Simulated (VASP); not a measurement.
Given:

```xyz
2
Lattice="0.0000 3.0096 3.0096 3.0096 0.0000 3.0096 3.0096 3.0096 0.0000" Properties=species:S:1:pos:R:3 pbc="T T T"
Cu     0.0000     3.0096     3.0096
I      1.5048     1.5048     1.5048
```

Level of theory: HSE06 screened hybrid, VASP's PBE PAW potentials (set 64) (plane waves; VASP). Run with 520 eV cut-off, 6×6×6 Γ-centred mesh, Gaussian smearing of 0.050 eV, potentials Cu I.

Unless said otherwise, spin-orbit coupling is left out, though it shifts the bands of the heavy elements here.

Problem. Predict the energy per atom (σ→0), pressure, band gap (on the k-mesh) with the smallest direct gap where there is one.

Solution. 
```yaml
band gap (on the k-mesh): 2.64 eV
smallest direct gap (on the k-mesh): 2.64 eV
energy per atom (σ→0): -3.235 eV/atom
pressure: 12.6 kbar
```

Only differences to runs with the same potentials and settings are physical.

The compound is CuI in the zinc blende structure. This cell is one point of a volume scan, at 0.97 of the reference volume. The cell's shape comes from a PBE relaxation.
